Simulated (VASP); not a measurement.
Input:

```yaml
crystal:
  lattice:
    - [4.57817, 0.00000, 0.00000]
    - [0.00000, 4.57817, 0.00000]
    - [0.00000, 0.00000, 6.42247]
  atoms:
    - { symbol: Mg, position: [0.50000, 0.50000, 0.50000] }
    - { symbol: Cd, position: [0.00000, 0.00000, 0.00000] }
    - { symbol: Te, position: [0.00000, 0.50000, 0.25439] }
    - { symbol: Te, position: [0.50000, 0.00000, 0.74561] }
```

All values below come from PBEsol GGA, VASP's PBE PAW potentials (set 64) (plane waves; VASP). Settings: 400 eV cut-off, 9×9×6 Γ-centred mesh, Gaussian smearing of 0.010 eV, potentials Mg Cd Te.

Unless said otherwise, spin-orbit coupling is left out, though it shifts the bands of the heavy elements here.

Q: Predict the energy per atom (σ→0), band gap (on the k-mesh) with the smallest direct gap where there is one.

A: 
The band gap (on the k-mesh) is 1.44 eV, the smallest direct gap (on the k-mesh) is 1.44 eV and the energy per atom (σ→0) comes out as -3.093 eV/atom.

Only differences to runs with the same potentials and settings are physical.

The structure comes from a computed database's MgCdTe2 entry (P-4m2); how it stands against other phases isn't given here. It was relaxed first.
